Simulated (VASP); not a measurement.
Output of a VASP run:

OUTCAR:
```
 ion  position               nearest neighbor table
   1  0.500  0.000  0.000-  32 1.86  45 1.90  53 1.90  61 1.90   8 3.10  13 3.10  15 3.10  18 3.10
                            22 3.10  23 3.10  30 3.10   2 3.10   3 3.10   5 3.10   7 3.10   9 3.11
   2  0.750  0.250  0.000-  32 1.89  43 1.90  54 1.90  33 1.91  13 3.10  14 3.10  16 3.10  23 3.10
                            24 3.10  28 3.10   1 3.10   3 3.10   4 3.10   6 3.10   9 3.13
   3  0.750  0.000  0.250-  34 1.87  32 1.89  38 1.90  48 1.90   9 3.07  12 3.08   2 3.10  16 3.10
                            18 3.10  19 3.10  21 3.10  25 3.10   4 3.10   7 3.10   1 3.10  11 3.10
   4  0.000  0.000  0.000-  35 1.90  38 1.90  43 1.90  62 1.90   8 3.10  13 3.10  15 3.10  16 3.10
                            22 3.10  25 3.10  28 3.10  31 3.10   2 3.10   3 3.10   5 3.10   7 3.10
   5  0.250  0.250  0.000-  36 1.88  35 1.90  53 1.90  59 1.90  14 3.10  16 3.10  17 3.10  22 3.10
                            23 3.10  28 3.10  29 3.10   1 3.10   4 3.10   6 3.10   8 3.10   9 3.13
   6  0.500  0.500  0.000-  36 1.86  54 1.90  60 1.90  37 1.97  17 3.10  18 3.10  23 3.10  24 3.10
                            29 3.10  30 3.10   2 3.10   5 3.10   7 3.10  15 3.10  10 3.14
   7  0.750  0.750  0.000-  37 1.86  38 1.90  55 1.90  61 1.90  10 3.09  13 3.10  14 3.10  18 3.10
                            24 3.10  25 3.10  30 3.10  31 3.10   3 3.10   4 3.10   6 3.10   1 3.10
   8  0.250  0.000  0.250-  39 1.90  35 1.90  45 1.90  56 1.90   9 3.08  15 3.10  16 3.10  18 3.10
                            19 3.10  20 3.10  25 3.10  27 3.10   4 3.10   5 3.10   1 3.10  11 3.10
   9  0.501  0.246  0.255-  39 1.86  32 1.95  36 1.98  11 3.04  12 3.05  20 3.07   3 3.07   8 3.08
                             1 3.11  63 3.12  17 3.12   2 3.13   5 3.13
  10  0.753  0.505  0.255-  40 1.84  37 1.89  33 1.94  21 3.04  25 3.05  26 3.05  18 3.09   7 3.09
                            14 3.11  16 3.11  63 3.11  12 3.12   6 3.14
  11  0.500  0.000  0.500-  39 1.87  41 1.90  48 1.90  58 1.90   9 3.04  12 3.07  20 3.10  21 3.10
                            22 3.10  23 3.10  27 3.10  30 3.10   3 3.10   8 3.10  13 3.10  18 3.10
  12  0.748  0.247  0.500-  34 1.89  42 1.89  41 1.91   9 3.05  11 3.07  13 3.08  23 3.08   3 3.08
                            19 3.09  28 3.10  24 3.11  16 3.11  10 3.12  26 3.12  63 3.15
  13  0.750  0.000  0.750-  41 1.87  43 1.90  52 1.90  61 1.90  12 3.08   1 3.10  19 3.10  21 3.10
                            23 3.10  28 3.10  30 3.10  31 3.10   2 3.10   4 3.10   7 3.10  11 3.10
  14  0.000  0.500  0.000-  44 1.90  55 1.90  59 1.90  33 1.94  16 3.10  17 3.10  24 3.10  25 3.10
                            28 3.10  29 3.10  31 3.10   2 3.10   5 3.10   7 3.10  15 3.10  10 3.11
  15  0.250  0.750  0.000-  44 1.90  45 1.90  60 1.90  62 1.90  14 3.10  17 3.10  18 3.10  22 3.10
                            25 3.10  29 3.10  30 3.10  31 3.10   1 3.10   4 3.10   6 3.10   8 3.10
  16  0.000  0.250  0.250-  33 1.83  35 1.90  46 1.90  34 1.93   8 3.10  14 3.10  17 3.10  19 3.10
                            20 3.10  26 3.10   2 3.10   3 3.10   4 3.10   5 3.10  10 3.11  12 3.11
  17  0.250  0.500  0.250-  47 1.87  46 1.90  44 1.90  36 1.92  63 3.08  18 3.10  20 3.10  25 3.10
                            26 3.10  27 3.10   5 3.10   6 3.10  14 3.10  15 3.10  16 3.10   9 3.12
  18  0.500  0.750  0.250-  47 1.87  37 1.88  45 1.90  48 1.90  63 3.07  10 3.09  11 3.10  15 3.10
                            17 3.10  21 3.10  27 3.10   3 3.10   6 3.10   7 3.10   8 3.10   1 3.10
  19  0.000  0.000  0.500-  49 1.90  52 1.90  56 1.90  34 1.90  12 3.09  20 3.10  21 3.10  22 3.10
                            25 3.10  27 3.10  28 3.10  31 3.10   8 3.10   3 3.10  13 3.10  16 3.10
  20  0.250  0.250  0.500-  46 1.90  49 1.90  39 1.92  50 1.94   9 3.07  19 3.10  22 3.10  23 3.10
                            26 3.10  28 3.10  29 3.10   8 3.10  11 3.10  16 3.10  17 3.10  63 3.10
  21  0.750  0.750  0.500-  51 1.84  48 1.90  52 1.90  40 1.90  10 3.04  63 3.09  24 3.10  25 3.10
                            26 3.10  30 3.10  31 3.10   3 3.10  11 3.10  13 3.10  18 3.10  19 3.10
  22  0.250  0.000  0.750-  49 1.90  53 1.90  58 1.90  62 1.90  15 3.10  19 3.10  20 3.10  23 3.10
                            27 3.10  28 3.10  30 3.10  31 3.10   1 3.10   4 3.10   5 3.10  11 3.10
  23  0.500  0.250  0.750-  41 1.88  50 1.89  53 1.90  54 1.90  12 3.08   1 3.10  13 3.10  20 3.10
                            22 3.10  24 3.10  29 3.10   2 3.10   5 3.10   6 3.10  11 3.10  63 3.12
  24  0.750  0.500  0.750-  42 1.88  54 1.90  55 1.90  51 1.91  21 3.10  23 3.10  26 3.10  28 3.10
                            30 3.10  31 3.10   2 3.10   6 3.10   7 3.10  14 3.10  12 3.11  63 3.12
  25  0.000  0.750  0.250-  40 1.84  38 1.90  44 1.90  56 1.90  10 3.05  14 3.10  15 3.10  17 3.10
                            19 3.10  21 3.10  26 3.10  27 3.10   4 3.10   7 3.10   8 3.10   3 3.10
  26  0.000  0.500  0.500-  42 1.88  46 1.90  57 1.90  40 1.94  10 3.05  24 3.10  25 3.10  27 3.10
                            28 3.10  29 3.10  31 3.10  16 3.10  17 3.10  20 3.10  21 3.10  12 3.12
  27  0.250  0.750  0.500-  56 1.90  57 1.90  58 1.90  47 1.93  63 3.05  22 3.10  25 3.10  26 3.10
                            29 3.10  30 3.10  31 3.10   8 3.10  11 3.10  17 3.10  18 3.10  19 3.10
  28  0.000  0.250  0.750-  43 1.90  49 1.90  59 1.90  42 1.96  14 3.10  19 3.10  20 3.10  22 3.10
                            24 3.10  26 3.10  29 3.10   2 3.10   4 3.10   5 3.10  13 3.10  12 3.10
  29  0.250  0.500  0.750-  50 1.87  57 1.90  59 1.90  60 1.90  63 3.07  23 3.10  26 3.10  27 3.10
                            28 3.10  30 3.10  31 3.10   5 3.10   6 3.10  14 3.10  15 3.10  20 3.10
  30  0.500  0.750  0.750-  58 1.90  60 1.90  61 1.90  51 1.90  63 3.07  15 3.10  21 3.10  22 3.10
                            24 3.10  27 3.10  29 3.10   1 3.10   6 3.10   7 3.10  11 3.10  13 3.10
  31  0.000  0.750  0.750-  52 1.90  55 1.90  57 1.90  62 1.90  15 3.10  19 3.10  21 3.10  22 3.10
                            24 3.10  26 3.10  27 3.10  29 3.10   4 3.10   7 3.10  13 3.10  14 3.10
  32  0.626  0.121  0.121-   1 1.86   2 1.89   3 1.89   9 1.95
  33  0.877  0.370  0.130-  16 1.83   2 1.91  14 1.94  10 1.94
  34  0.871  0.123  0.375-   3 1.87  12 1.89  19 1.90  16 1.93
  35  0.125  0.125  0.125-   4 1.90   5 1.90   8 1.90  16 1.90
  36  0.375  0.376  0.120-   6 1.86   5 1.88  17 1.92   9 1.98
  37  0.630  0.630  0.129-   7 1.86  18 1.88  10 1.89   6 1.97
  38  0.875  0.875  0.125-   3 1.90   4 1.90   7 1.90  25 1.90
  39  0.377  0.123  0.375-   9 1.86  11 1.87   8 1.90  20 1.92
  40  0.876  0.630  0.370-  10 1.84  25 1.84  21 1.90  26 1.94
  41  0.624  0.122  0.629-  13 1.87  23 1.88  11 1.90  12 1.91
  42  0.871  0.378  0.620-  26 1.88  24 1.88  12 1.89  28 1.96
  43  0.875  0.125  0.875-   2 1.90   4 1.90  13 1.90  28 1.90
  44  0.125  0.625  0.125-  14 1.90  15 1.90  17 1.90  25 1.90
  45  0.375  0.875  0.125-   1 1.90   8 1.90  15 1.90  18 1.90
  46  0.125  0.375  0.375-  16 1.90  17 1.90  20 1.90  26 1.90
  47  0.375  0.624  0.370-  17 1.87  18 1.87  63 1.88  27 1.93
  48  0.625  0.875  0.375-   3 1.90  11 1.90  18 1.90  21 1.90
...
```

File OSZICAR:
```
...
DAV:   1    -0.460726972930E+03   -0.10345E-03   -0.33155E-02   704   0.414E-01    0.477E-02
RMM:   2    -0.460727002591E+03   -0.29661E-04   -0.45428E-04   640   0.521E-02    0.270E-02
RMM:   3    -0.460727008940E+03   -0.63486E-05   -0.11946E-04   625   0.217E-02    0.264E-02
RMM:   4    -0.460727002108E+03    0.68322E-05   -0.26284E-05   413   0.106E-02
  25 F= -.46072700E+03 E0= -.46072699E+03  d E =-.328758E-02  mag=     1.0000
       N       E                     dE             d eps       ncg     rms          rms(c)
DAV:   1    -0.460728444240E+03   -0.14353E-02   -0.57853E-01   640   0.163E+00    0.190E-01
RMM:   2    -0.460728897009E+03   -0.45277E-03   -0.70688E-03   640   0.202E-01    0.134E-01
RMM:   3    -0.460728885463E+03    0.11546E-04   -0.18073E-03   657   0.848E-02    0.101E-01
RMM:   4    -0.460728768796E+03    0.11667E-03   -0.53880E-04   648   0.442E-02    0.424E-02
RMM:   5    -0.460728768534E+03    0.26177E-06   -0.17464E-04   644   0.266E-02    0.245E-02
RMM:   6    -0.460728775337E+03   -0.68028E-05   -0.39254E-05   436   0.126E-02
  26 F= -.46072878E+03 E0= -.46072876E+03  d E =-.177323E-02  mag=     1.0000
       N       E                     dE             d eps       ncg     rms          rms(c)
DAV:   1    -0.460728778167E+03   -0.96327E-05   -0.13132E-03   744   0.779E-02    0.116E-02
RMM:   2    -0.460728780590E+03   -0.24232E-05   -0.24182E-05   399   0.118E-02    0.774E-03
RMM:   3    -0.460728780744E+03   -0.15396E-06   -0.52967E-06   386   0.475E-03    0.658E-03
RMM:   4    -0.460728780502E+03    0.24153E-06   -0.12395E-06   280   0.242E-03
  27 F= -.46072878E+03 E0= -.46072877E+03  d E =-.177839E-02  mag=     1.0000
       N       E                     dE             d eps       ncg     rms          rms(c)
DAV:   1    -0.460729552456E+03   -0.77171E-03   -0.37572E-01   640   0.132E+00    0.150E-01
RMM:   2    -0.460729912275E+03   -0.35982E-03   -0.46122E-03   640   0.164E-01    0.108E-01
RMM:   3    -0.460729894990E+03    0.17286E-04   -0.11149E-03   658   0.686E-02    0.767E-02
RMM:   4    -0.460729824024E+03    0.70966E-04   -0.33385E-04   645   0.354E-02    0.326E-02
RMM:   5    -0.460729826137E+03   -0.21128E-05   -0.11540E-04   634   0.214E-02    0.188E-02
RMM:   6    -0.460729829716E+03   -0.35791E-05   -0.21624E-05   415   0.992E-03
  28 F= -.46072983E+03 E0= -.46072982E+03  d E =-.104921E-02  mag=     1.0000
       N       E                     dE             d eps       ncg     rms          rms(c)
DAV:   1    -0.460729830207E+03   -0.40703E-05   -0.32549E-04   704   0.394E-02    0.647E-03
RMM:   2    -0.460729831220E+03   -0.10128E-05   -0.87014E-06   382   0.731E-03    0.446E-03
RMM:   3    -0.460729831264E+03   -0.44227E-07   -0.15145E-06   334   0.290E-03    0.371E-03
RMM:   4    -0.460729831202E+03    0.61700E-07   -0.34260E-07   157   0.165E-03
  29 F= -.46072983E+03 E0= -.46072982E+03  d E =-.105070E-02  mag=     1.0000
       N       E                     dE             d eps       ncg     rms          rms(c)
DAV:   1    -0.460730203755E+03   -0.37249E-03   -0.14079E-01   640   0.866E-01    0.978E-02
RMM:   2    -0.460730309696E+03   -0.10594E-03   -0.19430E-03   640   0.108E-01    0.533E-02
RMM:   3    -0.460730328796E+03   -0.19100E-04   -0.49106E-04   651   0.451E-02    0.478E-02
RMM:   4    -0.460730318253E+03    0.10542E-04   -0.11680E-04   640   0.213E-02    0.223E-02
RMM:   5    -0.460730314883E+03    0.33700E-05   -0.31149E-05   428   0.124E-02
  30 F= -.46073031E+03 E0= -.46073030E+03  d E =-.483681E-03  mag=     1.0000
```

**OUTCAR**
```
------------------------ aborting loop because EDIFF is reached ----------------------------------------
  FORCE on cell =-STRESS in cart. coord.  units (eV):
  Direction    XX          YY          ZZ          XY          YZ          ZX
  --------------------------------------------------------------------------------------
  Total       11.2383364     11.1887725     -5.2171291      3.2279710     -3.5168778      3.5493536
  in kB       26.8008447     26.6826463    -12.4416517      7.6979677     -8.3869439      8.4643910
  external PRESSURE =      13.6806131 kB  Pullay stress =       0.0000000 kB
  volume of cell :      671.84
      direct lattice vectors                 reciprocal lattice vectors
     8.758331436  0.000000000  0.000000000     0.114176999  0.000000000  0.000000000
     0.000000000  8.758331436  0.000000000     0.000000000  0.114176999  0.000000000
     0.000000000  0.000000000  8.758331436     0.000000000  0.000000000  0.114176999
  FREE ENERGIE OF THE ION-ELECTRON SYSTEM (eV)
  ---------------------------------------------------
  free  energy   TOTEN  =      -460.7303148835 eV

  energy  without entropy=     -460.7302904475  energy(sigma->0) =     -460.73030267

 total charge

# of ion       s       p       d       tot
------------------------------------------
    1        0.701   0.961   0.000   1.662
    2        0.699   0.963   0.000   1.662
    3        0.699   0.970   0.000   1.669
    4        0.698   0.971   0.000   1.669
    5        0.701   0.957   0.000   1.658
    6        0.699   0.964   0.000   1.663
    7        0.701   0.957   0.000   1.658
    8        0.701   0.975   0.000   1.676
    9        0.718   0.926   0.000   1.643
   10        0.718   0.925   0.000   1.643
   11        0.698   0.968   0.000   1.666
   12        0.719   0.917   0.000   1.635
   13        0.700   0.960   0.000   1.660
   14        0.701   0.961   0.000   1.662
   15        0.698   0.965   0.000   1.664
   16        0.699   0.970   0.000   1.669
   17        0.698   0.975   0.000   1.673
   18        0.698   0.975   0.000   1.673
   19        0.701   0.965   0.000   1.666
   20        0.697   0.964   0.000   1.662
   21        0.697   0.964   0.000   1.661
   22        0.698   0.963   0.000   1.661
   23        0.699   0.966   0.000   1.665
   24        0.699   0.966   0.000   1.665
   25        0.701   0.975   0.000   1.676
   26        0.698   0.968   0.000   1.666
   27        0.701   0.972   0.000   1.672
   28        0.700   0.960   0.000   1.660
   29        0.697   0.953   0.000   1.650
   30        0.697   0.953   0.000   1.651
   31        0.698   0.963   0.000   1.661
   32        0.834   1.698   0.000   2.533
   33        0.834   1.698   0.000   2.533
   34        0.837   1.710   0.000   2.546
   35        0.833   1.722   0.000   2.555
   36        0.840   1.678   0.000   2.518
   37        0.840   1.678   0.000   2.518
   38        0.834   1.722   0.000   2.555
   39        0.842   1.722   0.000   2.563
   40        0.841   1.721   0.000   2.563
   41        0.838   1.702   0.000   2.540
   42        0.838   1.702   0.000   2.540
   43        0.832   1.715   0.000   2.547
   44        0.837   1.719   0.000   2.556
   45        0.837   1.720   0.000   2.556
   46        0.836   1.716   0.000   2.551
   47        0.857   1.697   0.000   2.553
   48        0.835   1.716   0.000   2.552
...
```
(Selected blocks of OUTCAR.)

**POSCAR**
```
MoC31Si31
1
    8.7583314356     0.0000000000     0.0000000000
    0.0000000000     8.7583314356    -0.0000000000
   -0.0000000000    -0.0000000000     8.7583314356
Si C Mo
31 31 1
Direct
  0.5000000000   0.0000000000   0.0000000000
  0.7500000000   0.2500000000   0.0000000000
  0.7500000000   0.0000000000   0.2500000000
  0.0000000000   0.0000000000   0.0000000000
  0.2500000000   0.2500000000   0.0000000000
  0.5000000000   0.5000000000   0.0000000000
  0.7500000000   0.7500000000   0.0000000000
  0.2500000000   0.0000000000   0.2500000000
  0.5005360000   0.2463860000   0.2553850000
  0.7531550000   0.5050400000   0.2545280000
  0.5000000000   0.0000000000   0.5000000000
  0.7483570000   0.2474880000   0.5004900000
  0.7500000000   0.0000000000   0.7500000000
  0.0000000000   0.5000000000   0.0000000000
  0.2500000000   0.7500000000   0.0000000000
  0.0000000000   0.2500000000   0.2500000000
  0.2500000000   0.5000000000   0.2500000000
  0.5000000000   0.7500000000   0.2500000000
  0.0000000000   0.0000000000   0.5000000000
  0.2500000000   0.2500000000   0.5000000000
  0.7500000000   0.7500000000   0.5000000000
  0.2500000000   0.0000000000   0.7500000000
  0.5000000000   0.2500000000   0.7500000000
  0.7500000000   0.5000000000   0.7500000000
  0.0000000000   0.7500000000   0.2500000000
  0.0000000000   0.5000000000   0.5000000000
  0.2500000000   0.7500000000   0.5000000000
  0.0000000000   0.2500000000   0.7500000000
  0.2500000000   0.5000000000   0.7500000000
  0.5000000000   0.7500000000   0.7500000000
  0.0000000000   0.7500000000   0.7500000000
  0.6261310000   0.1210550000   0.1210550000
  0.8773860000   0.3695020000   0.1303890000
  0.8713690000   0.1227550000   0.3752840000
  0.1250000000   0.1250000000   0.1250000000
  0.3751630000   0.3760600000   0.1197990000
  0.6301480000   0.6303400000   0.1285370000
  0.8750000000   0.8750000000   0.1250000000
  0.3768640000   0.1228410000   0.3752300000
  0.8761230000   0.6298380000   0.3702810000
  0.6237230000   0.1223780000   0.6287700000
  0.8708820000   0.3784660000   0.6201210000
  0.8750000000   0.1250000000   0.8750000000
  0.1250000000   0.6250000000   0.1250000000
  0.3750000000   0.8750000000   0.1250000000
  0.1250000000   0.3750000000   0.3750000000
  0.3752610000   0.6241690000   0.3695580000
  0.6250000000   0.8750000000   0.3750000000
  0.1250000000   0.1250000000   0.6250000000
  0.3765300000   0.3792600000   0.6284820000
  0.6285260000   0.6295420000   0.6229130000
  0.8750000000   0.8750000000   0.6250000000
  0.3750000000   0.1250000000   0.8750000000
  0.6250000000   0.3750000000   0.8750000000
  0.8750000000   0.6250000000   0.8750000000
  0.1250000000   0.8750000000   0.3750000000
  0.1250000000   0.6250000000   0.6250000000
  0.3750000000   0.8750000000   0.6250000000
  0.1250000000   0.3750000000   0.8750000000
  0.3750000000   0.6250000000   0.8750000000
  0.6250000000   0.8750000000   0.8750000000
  0.1250000000   0.8750000000   0.8750000000
  0.4964060000   0.5045020000   0.5004510000
```

### Question
Reconstruct the remaining input files.

### Answer
This is not unique; one that fits is the input of the run itself, PBE GGA, plane waves, VASP's PBE PAW potentials (set 64).

### INCAR
```
SYSTEM = MoC31Si31
PREC = Normal
ENCUT = 400
EDIFF = 1E-5
NELM = 100
ALGO = Fast
LREAL = Auto
LASPH = .TRUE.
ISMEAR = 0
SIGMA = 0.05
GGA = PE
LMAXMIX = 4
LWAVE = .TRUE.
LCHARG = .FALSE.
NELMIN = 4
ISYM = 0
NELECT = 255.0
ISPIN = 2
NUPDOWN = 1
MAGMOM = 63*0.0159
LORBIT = 10
IBRION = 2
ISIF = 2
NSW = 70
EDIFFG = -0.03
```

File KPOINTS:
```
Regular mesh
0
Gamma
1 1 1
```

POTCAR, in this order: Si C Mo (PBE.64 set). Program: vasp_gam.

At this cut-off the stress carries a Pulay error, which pulls relaxed volumes low. The cell is charged, with a uniform compensating background. The supercell is sampled at Γ alone, which is coarse: total energies, pressure and levels can be off, energies of defects by several tenths of an eV.

The cell is a supercell with a defect, built from SiC (zinc blende): Mo_Si-vac_C, charge -1.
